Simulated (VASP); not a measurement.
A cell of Y (hcp) near equilibrium:

```
CELL_PARAMETERS angstrom
      1.80045    -3.11848     0.00000
      1.80045     3.11848     0.00000
      0.00000     0.00000     5.54419
ATOMIC_POSITIONS crystal
  Y  0.33333 0.66667 0.25000
  Y  0.66667 0.33333 0.75000
```

The numbers are results of PBEsol GGA, VASP's PBE PAW potentials (set 64) (plane waves; VASP), not measurements.

| run | ΔE (meV/atom) | σxx | σyy | σzz | largest shear component, with its sign (GPa) | largest force (eV/Å) |
|---|---|---|---|---|---|---|
| as it is | 0.0 | 0.08 | 0.08 | 0.22 | 0.00 | 0.000 |
| after one change | 10.7 | 0.04 | 0.04 | 0.58 | 0.00 | 0.420 |
Stress is in GPa, positive when the cell is compressed.

Q: Name the change that produced these shifts.
A) isotropic strain of -1.0 %
B) uniaxial strain of +1.0 % along x
C) atom 2 (Y) moved by -0.100 Å along z
D) biaxial strain of -1.0 % in the yz plane

A: C, atom 2 (Y) moved by -0.100 Å along z

The compound is Y in the hcp structure.
